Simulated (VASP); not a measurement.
**Co (relaxed from the simple-cubic structure, space group Pm-3m): computed properties**

Method: PBEsol GGA, VASP's PBE PAW potentials (set 64) (plane waves; VASP 6.6.1).

For Co, the space group comes out as Pm-3m (221) and the cell is a = b = c = 2.2850 Å, α = β = γ = 90.00°. The volume per atom is 11.93 Å^3/atom and the band gap (over mesh and band path) comes out as none (metal, semimetal or under 0.01 eV). The cell moment is 1.71 μB. The density is 8.20 g/cm³.

```
Co
1.0
    2.28499     0.00000     0.00000
    0.00000     2.28499     0.00000
    0.00000     0.00000     2.28499
Co
1
Direct
  0.00000   0.00000   0.00000
```
Starting moments (μB, in the order of the record's atoms Co): 1.7.

The structure was generated: Co was put into the simple-cubic type (Pm-3m), which need not be its known phase. It was relaxed first. Symmetry was kept, so distortions that lower it aren't found.
